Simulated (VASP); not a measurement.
# Zn15NiO16 (a cell with a defect) in VASP: single point with PBEsol+U

Aim: the single point of Zn15NiO16 (a cell with a defect) with PBEsol+U.

Everything below comes from runs of VASP 6.6.1. Logs are shortened: lines on timing, memory, paths and dates and some standing lists are left out, and cuts for length are marked.

**1. The structure**

The cell holds a defect, 32 atoms: a = 6.499 Å, b = 6.499 Å, c = 10.408 Å, α = 90.00°, β = 90.00°, γ = 120.00°.

**2. Single point, PBEsol+U**

The input, INCAR:

```
SYSTEM = Zn15NiO16
PREC = Accurate
ENCUT = 450
EDIFF = 1E-5
ISMEAR = 0
SIGMA = 0.03
LREAL = Auto
LASPH = .TRUE.
NELM = 120
ALGO = Normal
ISIF = 2
LWAVE = .FALSE.
LCHARG = .FALSE.
LMAXMIX = 4
LDAU = .TRUE.
LDAUTYPE = 2
LDAUL = 2 -1 -1
LDAUU = 5 0 0
LDAUJ = 0 0 0
LDAUPRINT = 1
GGA = PS
NBANDS = 165
LORBIT = 11
NELECT = 285.0
KPAR = 4
```

The input, KPOINTS:

```
Automatic mesh
0
G
  3 3 2
  0 0 0
```

The input, POSCAR:

```
Zn15NiO16
1.0
    6.4988000000      0.0000000000      0.0000000000
   -3.2494000000      5.6281258941      0.0000000000
    0.0000000000      0.0000000000     10.4076000000
Ni Zn O
1 15 16
Direct
    0.1666666667      0.3333333333      0.0000000000
    0.1666666667      0.3333333333      0.5000000000
    0.1666666667      0.8333333333      0.0000000000
    0.1666666667      0.8333333333      0.5000000000
    0.6666666667      0.3333333333      0.0000000000
    0.6666666667      0.3333333333      0.5000000000
    0.6666666667      0.8333333333      0.0000000000
    0.6666666667      0.8333333333      0.5000000000
    0.3333333333      0.1666666667      0.2500000000
    0.3333333333      0.1666666667      0.7500000000
    0.3333333333      0.6666666667      0.2500000000
    0.3333333333      0.6666666667      0.7500000000
    0.8333333333      0.1666666667      0.2500000000
    0.8333333333      0.1666666667      0.7500000000
    0.8333333333      0.6666666667      0.2500000000
    0.8333333333      0.6666666667      0.7500000000
    0.1666666667      0.3333333333      0.1910500000
    0.1666666667      0.3333333333      0.6910500000
    0.1666666667      0.8333333333      0.1910500000
    0.1666666667      0.8333333333      0.6910500000
    0.6666666667      0.3333333333      0.1910500000
    0.6666666667      0.3333333333      0.6910500000
    0.6666666667      0.8333333333      0.1910500000
    0.6666666667      0.8333333333      0.6910500000
    0.3333333333      0.1666666667      0.4410500000
    0.3333333333      0.1666666667      0.9410500000
    0.3333333333      0.6666666667      0.4410500000
    0.3333333333      0.6666666667      0.9410500000
    0.8333333333      0.1666666667      0.4410500000
    0.8333333333      0.1666666667      0.9410500000
    0.8333333333      0.6666666667      0.4410500000
    0.8333333333      0.6666666667      0.9410500000
```

Potentials or basis: VASP PAW PBE potentials, release 64 (Ni, Zn, O).

Run with:

```console
cat potpaw_PBE.64/Ni/POTCAR potpaw_PBE.64/Zn/POTCAR potpaw_PBE.64/O/POTCAR > POTCAR
mpirun -np 4 vasp_std > vasp.out
```

OUTCAR:

```text
SYSTEM = Zn15NiO16
   PREC = Accurate
   ENCUT = 450
   EDIFF = 1E-5
   ISMEAR = 0
   LREAL = Auto
   LASPH = .TRUE.
   NELM = 120
   ISIF = 2
   GGA = PS
   LORBIT = 11
   NELECT = 285.0

 ion  position               nearest neighbor table
   1  0.167  0.333  0.000-  26 1.97  28 1.97  30 1.97  17 1.99
   2  0.167  0.333  0.500-  25 1.97  27 1.97  29 1.97  18 1.99
   3  0.167  0.833  0.000-  28 1.97  26 1.97  32 1.97  19 1.99
   4  0.167  0.833  0.500-  27 1.97  25 1.97  31 1.97  20 1.99
   5  0.667  0.333  0.000-  30 1.97  32 1.97  26 1.97  21 1.99
   6  0.667  0.333  0.500-  29 1.97  31 1.97  25 1.97  22 1.99
[... 24 lines left out ...]
  31  0.833  0.667  0.441-   8 1.97   6 1.97   4 1.97  15 1.99
  32  0.833  0.667  0.941-   7 1.97   5 1.97   3 1.97  16 1.99

  LATTYP: Found a hexagonal cell.
 ALAT       =     6.4988000000
 C/A-ratio  =     1.6014648858

  Lattice vectors:

 A1 = (   6.4988000000,   0.0000000000,   0.0000000000)
 A2 = (  -3.2494000000,   5.6281258941,   0.0000000000)
 A3 = (   0.0000000000,   0.0000000000,  10.4076000000)

Analysis of symmetry for initial positions (statically):
=====================================================================
 Subroutine PRICEL returns:
 Original cell was already a primitive cell.

 Routine SETGRP: Setting up the symmetry group for a
 hexagonal supercell.

 Subroutine GETGRP returns: Found  6 space group operations
 (whereof  2 operations were pure point group operations)
 out of a pool of 24 trial point group operations.

The static configuration has the point symmetry C_1h.
 The point group associated with its full space group is C_3v.

Analysis of symmetry for dynamics (positions and initial velocities):
=====================================================================
 Subroutine PRICEL returns:
 Original cell was already a primitive cell.

 Routine SETGRP: Setting up the symmetry group for a
 hexagonal supercell.

 Subroutine GETGRP returns: Found  6 space group operations
 (whereof  2 operations were pure point group operations)
 out of a pool of 24 trial point group operations.

The dynamic configuration has the point symmetry C_1h.
 The point group associated with its full space group is C_3v.

 Subroutine INISYM returns: Found  6 space group operations
 (whereof  2 operations are pure point group operations),
 and found     1 'primitive' translations

----------------------------------------------------------------------------------------

                                     Primitive cell

  volume of cell :     380.6690

  direct lattice vectors                    reciprocal lattice vectors
     6.498800000  0.000000000  0.000000000     0.153874561  0.088839519  0.000000000
    -3.249400000  5.628125894  0.000000000     0.000000000  0.177679039  0.000000000
     0.000000000  0.000000000 10.407600000     0.000000000  0.000000000  0.096083631

  length of vectors
     6.498800000  6.498800000 10.407600000     0.177679039  0.177679039  0.096083631

  position of ions in fractional coordinates (direct lattice)
     0.166666667  0.333333333  0.000000000
     0.166666667  0.333333333  0.500000000
     0.166666667  0.833333333  0.000000000
     0.166666667  0.833333333  0.500000000
     0.666666667  0.333333333  0.000000000
     0.666666667  0.333333333  0.500000000
[... 24 lines left out ...]
     0.833333333  0.666666667  0.441050000
     0.833333333  0.666666667  0.941050000

  ion indices of the primitive-cell ions
   primitive index   ion index
                 1           1
                 2           2
                 3           3
                 4           4
                 5           5
                 6           6
[... 24 lines left out ...]
                31          31
                32          32

----------------------------------------------------------------------------------------
[... 63 lines left out ...]
   NUPDOWN=      -1.0000    fix difference up-down
   EMIN   =  10.00;   EMAX   =-10.00  energy-range for DOS
   EFERMI =   0.00;   METHOD = LEGACY
   ISMEAR =     0;   SIGMA  =   0.03  broadening in eV -4-tet -1-fermi 0-gaus
   EFERMI_NEDOS =   21; number of points for ismear=-14 and -15
   IALGO  =     38    algorithm
   IMIX   =      4    mixing-type and parameters
     AMIX     =   0.40;   BMIX     =  1.00
     AMIX_MAG =   1.60;   BMIX_MAG =  1.00
  volume/ion in A,a.u.               =      11.90        80.28
  Fermi-wavevector in a.u.,A,eV,Ry     =   1.486531  2.809136 30.065800  2.209774
  Thomas-Fermi vector in A             =   2.599806
   LORBIT       =     11    0 simple, 1 ext, 2 COOP (PROOUT), +10 PAW based schemes
 LDA+U is selected, type is set to LDAUTYPE =  2
   angular momentum for each species LDAUL =     2   -1   -1
   U (eV)           for each species LDAUU =   5.0  0.0  0.0
   J (eV)           for each species LDAUJ =   0.0  0.0  0.0
   GGA     = PS    functional components
   LHFCALC =     F    Hartree Fock is set to
   AEXX    =    0.0000 exact exchange contribution
   IVDW    =     0    specifies the selected vdW correction
   LEPSILON=     F    determine dielectric tensor
   LRPA    =     F    only Hartree local field effects (RPA)
 non-spin polarized calculation
 Gauss-broadening in eV      SIGMA  =   0.03
  energy-cutoff  :      450.00
  volume of cell :      380.67
 maximum number of plane-waves:      8305
 NGX is ok and might be reduce to    48
   NGX = 23   NGY = 23   NGZ = 37

atom =   1  type =  1  l = 2

 onsite density matrix

spin component  1

  0.9276 -0.0000 -0.0000 -0.0139 -0.0000
 -0.0000  0.9754  0.0000  0.0000 -0.0139
 -0.0000  0.0000  0.3613  0.0000 -0.0000
 -0.0139  0.0000  0.0000  0.9754 -0.0000
 -0.0000 -0.0139 -0.0000 -0.0000  0.9276

spin component  2

  0.9276 -0.0000 -0.0000 -0.0139 -0.0000
 -0.0000  0.9754  0.0000  0.0000 -0.0139
 -0.0000  0.0000  0.3613  0.0000 -0.0000
 -0.0139  0.0000  0.0000  0.9754 -0.0000
 -0.0000 -0.0139 -0.0000 -0.0000  0.9276

 occupancies and eigenvectors

  o =  0.3613  v =  0.0000  0.0000  1.0000 -0.0000  0.0000  0.0000  0.0000  0.0000  0.0000  0.0000      0.0000  0.0000  0.0000  0.0000  0.0000  0.0000  0.0000  0.0000  0.0000  0.0000
  o =  0.3613  v =  0.0000  0.0000  0.0000  0.0000  0.0000  0.0000  0.0000  1.0000 -0.0000  0.0000      0.0000  0.0000  0.0000  0.0000  0.0000  0.0000  0.0000  0.0000  0.0000  0.0000
  o =  0.9239  v =  0.0000  0.2600 -0.0000  0.0000  0.9656  0.0000  0.0000  0.0000  0.0000  0.0000      0.0000  0.0000  0.0000  0.0000  0.0000  0.0000  0.0000  0.0000  0.0000  0.0000
  o =  0.9239  v =  0.0000  0.0000  0.0000  0.0000  0.0000  0.0000  0.2600 -0.0000  0.0000  0.9656      0.0000  0.0000  0.0000  0.0000  0.0000  0.0000  0.0000  0.0000  0.0000  0.0000
  o =  0.9239  v =  0.9656 -0.0000  0.0000  0.2600 -0.0000  0.0000  0.0000  0.0000  0.0000  0.0000      0.0000  0.0000  0.0000  0.0000  0.0000  0.0000  0.0000  0.0000  0.0000  0.0000
  o =  0.9239  v =  0.0000  0.0000  0.0000  0.0000  0.0000  0.9656 -0.0000  0.0000  0.2600 -0.0000      0.0000  0.0000  0.0000  0.0000  0.0000  0.0000  0.0000  0.0000  0.0000  0.0000
  o =  0.9791  v =  0.0000  0.9656  0.0000 -0.0000 -0.2600  0.0000  0.0000  0.0000  0.0000  0.0000      0.0000  0.0000  0.0000  0.0000  0.0000  0.0000  0.0000  0.0000  0.0000  0.0000
  o =  0.9791  v =  0.0000  0.0000  0.0000  0.0000  0.0000  0.0000  0.9656  0.0000 -0.0000 -0.2600      0.0000  0.0000  0.0000  0.0000  0.0000  0.0000  0.0000  0.0000  0.0000  0.0000
  o =  0.9791  v =  0.0000  0.0000  0.0000  0.0000  0.0000  0.2600 -0.0000 -0.0000 -0.9656  0.0000      0.0000  0.0000  0.0000  0.0000  0.0000  0.0000  0.0000  0.0000  0.0000  0.0000
  o =  0.9791  v =  0.2600 -0.0000 -0.0000 -0.9656  0.0000  0.0000  0.0000  0.0000  0.0000  0.0000      0.0000  0.0000  0.0000  0.0000  0.0000  0.0000  0.0000  0.0000  0.0000  0.0000

 number of electron     285.0000541 magnetization

 Free energy of the ion-electron system (eV)
  ---------------------------------------------------
  ext. energy  EPLUGINS =         0.00000000
  ---------------------------------------------------
  free energy    TOTEN  =      -155.46988043 eV

  energy without entropy =     -155.46133541  energy(sigma->0) =     -155.46560792

 E-fermi :   1.1472     XC(G=0): -11.1457

 val. band max:        1.1274776868   @ k =   0.0000   0.0000   0.5000
 cond. band min:       1.1573448968   @ k =   0.3333   0.0000   0.0000
 fundamental gap:      0.0298672100
 Fermi energy:         1.1471558338

 k-point     1 :       0.0000    0.0000    0.0000
  band No.  band energies     occupation
      1     -16.9789      2.00000
      2     -16.6971      2.00000
      3     -16.5160      2.00000
      4     -16.3741      2.00000
      5     -16.3741      2.00000
      6     -16.3157      2.00000
[... 931 lines left out ...]
    153       7.7057      0.00000
    154       7.7114      0.00000
 [bands above 154 left out]

------------------------ aborting loop because EDIFF is reached ----------------------------------------

  FORCE on cell =-STRESS in cart. coord.  units (eV):
  Direction    XX          YY          ZZ          XY          YZ          ZX
  --------------------------------------------------------------------------------------
  -------------------------------------------------------------------------------------
  Total      -13.8853802    -13.8853802    -16.5813625      0.0000000      0.0000000     -0.0000000
  in kB      -58.4414241    -58.4414241    -69.7883981      0.0000000      0.0000000     -0.0000000
  external PRESSURE =     -62.2237488 kB  Pullay stress =       0.0000000 kB

 VOLUME and BASIS-vectors are now :
 -----------------------------------------------------------------------------
  energy-cutoff  :      450.00
  volume of cell :      380.67
      direct lattice vectors                 reciprocal lattice vectors
     6.498800000  0.000000000  0.000000000     0.153874561  0.088839519  0.000000000
    -3.249400000  5.628125894  0.000000000     0.000000000  0.177679039  0.000000000
     0.000000000  0.000000000 10.407600000     0.000000000  0.000000000  0.096083631

 POSITION                                       TOTAL-FORCE (eV/Angst)
 -----------------------------------------------------------------------------------
      0.00000      1.87604      0.00000        -0.000000      0.000000      0.934005
      0.00000      1.87604      5.20380        -0.000000      0.000000      0.072713
     -1.62470      4.69010      0.00000        -0.090916     -0.052490      0.141314
     -1.62470      4.69010      5.20380        -0.047355     -0.027340     -0.023211
      3.24940      1.87604      0.00000        -0.000000      0.104981      0.141314
      3.24940      1.87604      5.20380        -0.000000      0.054681     -0.023211
[... 24 lines left out ...]
      3.24940      3.75208      4.59027        -0.000000      0.000000     -0.024741
      3.24940      3.75208      9.79407        -0.000000      0.000000      0.009127
 -----------------------------------------------------------------------------------
    total drift:                                0.000000      0.000006      0.001606

  FREE ENERGIE OF THE ION-ELECTRON SYSTEM (eV)
  ---------------------------------------------------
  free  energy   TOTEN  =      -155.4698804279 eV

  energy  without entropy=     -155.4613354102  energy(sigma->0) =     -155.46560792

 total charge

# of ion       s       p       d       tot
------------------------------------------
    1        0.363   0.418   8.308   9.090
    2        0.458   0.489   9.895  10.842
    3        0.459   0.488   9.884  10.831
    4        0.457   0.488   9.894  10.838
    5        0.459   0.488   9.884  10.831
    6        0.457   0.488   9.894  10.838
[... 24 lines left out ...]
   31        1.554   3.427   0.000   4.981
   32        1.555   3.428   0.000   4.983
--------------------------------------------------
tot         32.126  62.462 156.654 251.242
```

Wall time 2.8 min (4 MPI ranks of Intel Xeon 6975P-C (Granite Rapids), shared host); peak memory 0.53 GiB.

What came out:

* Free energy: -155.4699 eV
* Largest force: 2.106 eV/Å
* Band gap on the k mesh: none (metal or under the smearing width)
* Valence electrons inside the program's atomic spheres: Ni 9.09; Zn 10.84, 10.83; O 4.95, 4.98, 4.96

Forces in eV/Å, atoms in the order of the input:
```
Ni   0.000  0.000  0.934
Zn   0.000  0.000  0.073
Zn  -0.091 -0.052  0.141
Zn  -0.047 -0.027 -0.023
Zn   0.000  0.105  0.141
Zn   0.000  0.055 -0.023
Zn   0.091 -0.052  0.141
Zn   0.047 -0.027 -0.023
Zn   0.265 -0.153  0.202
Zn  -0.011  0.006 -0.187
Zn   0.000  0.306  0.202
Zn   0.000 -0.012 -0.187
Zn  -0.265 -0.153  0.202
Zn   0.011  0.006 -0.187
Zn   0.000  0.000  0.127
Zn   0.000  0.000 -0.062
O    0.000  0.000 -2.106
O    0.000  0.000  0.088
O    0.044  0.025 -0.186
O    0.060  0.035  0.134
O    0.000 -0.051 -0.186
O    0.000 -0.069  0.134
O   -0.044  0.025 -0.186
O   -0.060  0.035  0.134
O   -0.049  0.028 -0.173
O   -0.345  0.199  0.413
O    0.000 -0.057 -0.173
O    0.000 -0.398  0.413
O    0.049  0.028 -0.173
O    0.345  0.199  0.413
O    0.000  0.000 -0.025
O    0.000  0.000  0.009
```

Levels at points of the mesh, in eV from the Fermi level:
| k point | band 140 | band 141 | band 142 | band 143 | band 144 | band 145 |
| --- | --- | --- | --- | --- | --- | --- |
| (0.00, 0.00, 0.00) | -0.10 | -0.10 | 0.18 | 0.18 | 0.41 | 0.84 |
| (0.00, 0.00, 0.50) | -0.02 | -0.02 | 0.14 | 0.14 | 0.24 | 1.96 |

Eigenvalues of the final occupation matrices:
```
    site  spin  trace               eigenvalues
site 1 d     1   4.17  0.36 0.92 0.92 0.98 0.98
site 1 d     2   4.17  0.36 0.92 0.92 0.98 0.98
```

Caveat: the k mesh is coarse (spacing up to 0.37 Å⁻¹), so the values aren't converged; the cell is charged against a uniform background, so pressure and absolute levels hang on convention; the cutoff is under 1.25 times the usual one of these potentials, so pressure, stress and relaxed cells hold a basis-set (Pulay) error; the PAW data sets were made with another functional, which shifts forces and pressure a little; an odd number of electrons without spin polarisation forces a metal; a magnetic or distorted state may lie lower; the run has no spin polarisation, though such a crystal can be magnetic; U without spin polarisation on a metal has little footing. Spin polarisation is off, so any magnetic state and its effect on volume and gap are missing.
